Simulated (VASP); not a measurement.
OSZICAR of a VASP run on ZnSe (zinc blende):

OSZICAR:
```
       N       E                     dE             d eps       ncg     rms          rms(c)
DAV:   1     0.761752493842E+02    0.76175E+02   -0.76999E+03   910   0.130E+03
DAV:   2    -0.220742940539E+01   -0.78383E+02   -0.74913E+02   955   0.245E+02
DAV:   3    -0.703162924397E+01   -0.48242E+01   -0.48045E+01  1165   0.641E+01
DAV:   4    -0.707594191472E+01   -0.44313E-01   -0.44305E-01   990   0.650E+00
DAV:   5    -0.707619125124E+01   -0.24934E-03   -0.24933E-03  1080   0.461E-01    0.501E+00
RMM:   6    -0.679813000367E+01    0.27806E+00   -0.85989E-01   910   0.107E+01    0.395E+00
RMM:   7    -0.677365878783E+01    0.24471E-01   -0.14417E-01   910   0.438E+00    0.155E+00
RMM:   8    -0.677267803895E+01    0.98075E-03   -0.29845E-02   910   0.140E+00    0.623E-01
RMM:   9    -0.677195517756E+01    0.72286E-03   -0.69244E-03   910   0.117E+00    0.203E-01
RMM:  10    -0.677182953113E+01    0.12565E-03   -0.14116E-03   910   0.477E-01    0.522E-02
RMM:  11    -0.677186596696E+01   -0.36436E-04   -0.19792E-04   910   0.130E-01    0.632E-02
RMM:  12    -0.677186406562E+01    0.19013E-05   -0.53427E-05   822   0.967E-02
   1 F= -.67718641E+01 E0= -.67718641E+01  d E =-.677186E+01
```

**Question.** Which electronic solver shows in the log?

**Answer.** It is blocked Davidson (ALGO = Normal, or the opening steps of other solvers) and then RMM-DIIS (ALGO = Fast or VeryFast). The INCAR had ALGO = Fast.

**Question.** Can the final energy be trusted as converged?

**Answer.** The run converged. It stopped with EDIFF = 1E-5, NELM = 100, NSW = 20 and EDIFFG = -0.03 after 1 ionic step (PBEsol GGA, plane waves, VASP's PBE PAW potentials (set 64)).

The compound is ZnSe in the zinc blende structure. It was relaxed first.
